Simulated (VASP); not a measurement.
Given:

```yaml
crystal:
  lattice:
    - [-1.66810, 1.66810, 5.27457]
    - [1.66810, -1.66810, 5.27457]
    - [1.66810, 1.66810, -5.27457]
  atoms:
    - { symbol: Mo, position: [0.74418, 0.74418, 0.00000] }
    - { symbol: Mo, position: [0.49418, 0.99418, 0.50000] }
    - { symbol: Si, position: [0.17182, 0.17182, 0.00000] }
    - { symbol: Si, position: [0.92182, 0.42182, 0.50000] }
```

Computed with PBEsol GGA, VASP's PBE PAW potentials (set 64) (plane waves; VASP). Settings: 400 eV cut-off, 14×14×14 Γ-centred mesh, tetrahedra with Blöchl corrections, potentials Mo_sv Si.

### Question
What does the run give for the energy per atom (σ→0), band gap (on the k-mesh) with the smallest direct gap where there is one?

### Answer

```json
{
 "band gap (on the k-mesh)": "none (metal, semimetal or under 0.01 eV)",
 "energy per atom (σ→0)": "-9.114 eV/atom"
}
```

The structure was generated: SiMo was put into the NbAs type (I4_1md), which need not be its known phase. It was relaxed first, which changed the volume by -6 %.
